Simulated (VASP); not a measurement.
Given:

```
CELL_PARAMETERS angstrom
      3.69031     0.00000     0.00000
      0.00000     3.63577     0.00000
      0.00000     0.00000     3.63577
ATOMIC_POSITIONS crystal
  Ga 0.00000 0.00000 0.00000
  Fe 0.00000 0.50000 0.50000
  Fe 0.50000 0.00000 0.50000
  Fe 0.50000 0.50000 0.00000
```

Method: r2SCAN meta-GGA, VASP's PBE PAW potentials (set 64) (plane waves; VASP 6.6.1). Settings: 480 eV cut-off, 8×8×8 Γ-centred mesh, first-order Methfessel-Paxton smearing of 0.10 eV, potentials Ga_d Fe.

The run has a spin-polarised start.

Task: Give the stress tensor in GPa (positive for a compressed cell).

Result: 
```
-2.32   0.00   0.00
 0.00  -1.59   0.00
 0.00   0.00  -1.59
```
The pressure is its mean diagonal, -1.83 GPa.

The structure comes from a computed database's GaFe3 entry (Pm-3m); how it stands against other phases isn't given here. This cell was strained or had an atom moved on purpose.
